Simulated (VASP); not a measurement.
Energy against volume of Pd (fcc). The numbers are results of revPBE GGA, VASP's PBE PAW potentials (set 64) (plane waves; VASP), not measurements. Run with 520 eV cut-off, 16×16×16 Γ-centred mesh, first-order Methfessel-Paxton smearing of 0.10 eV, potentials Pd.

```tsv
V (Å³/atom)	E (eV/atom)
14.690	-4.71498
15.159	-4.73823
15.628	-4.74501
16.097	-4.73830
```

Problem. Fit these four points and predict the energy of the run at 16.565 Å³/atom.

Solution. A cubic in V^(−2/3), the third-order Birch-Murnaghan form, passes through the four points with V0 = 15.61 Å³/atom and B0 = 154 GPa, and gives -4.7206 eV/atom there. The run gave -4.7206 eV/atom, +0.0 meV/atom from the fit; all five points give B0 = 154 GPa.

The compound is Pd in the fcc structure. It was relaxed first, which changed the volume by +6 %.
